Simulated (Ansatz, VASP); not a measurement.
AsAu: VASP beside Ansatz

```xyz
8
Lattice="5.7878 0.0000 0.0000 0.0000 5.7878 0.0000 0.0000 0.0000 5.7878" Properties=species:S:1:pos:R:3 pbc="T T T"
As    0.1706    0.1706    0.1706
As    2.7233    5.6172    3.0645
As    3.0645    2.7233    5.6172
As    5.6172    3.0645    2.7233
Au    4.5213    4.5213    4.5213
Au    4.1604    1.2665    1.6274
Au    1.6274    4.1604    1.2665
Au    1.2665    1.6274    4.1604
```

Alike in both runs: functional PBE; k mesh 4 × 4 × 4; occupations gaussian, width 0.1 eV; no spin polarisation.

Ansatz relaxed the structure, and its values are those at the end. VASP's run is a single point on that final structure, the one shown.

|  | VASP | Ansatz |
| --- | --- | --- |
| version | VASP 6.6.1 | Ansatz 0.2.0 |
| potentials or method | VASP PAW PBE potentials, release 64 (As, Au) | scalar-relativistic, plane waves, PAW |
| plane-wave cutoff (eV) | 520 | 420 |
| valence electrons in the cell | 64 | 136 |

```tsv
	VASP	Ansatz	Ansatz less VASP
gap on the k mesh at the Fermi level (eV)	none	none	-
pressure (GPa)	-0.2	-0.2	+0.04
rms of the force components (eV/Å)	0.007	0.005	-0.0018
```

A gap of «none» marks a metal or a gap that the smearing closes. The two sets of potentials don't hold the same shells in valence.

Spin-orbit coupling is left out, which matters for the levels of Au.
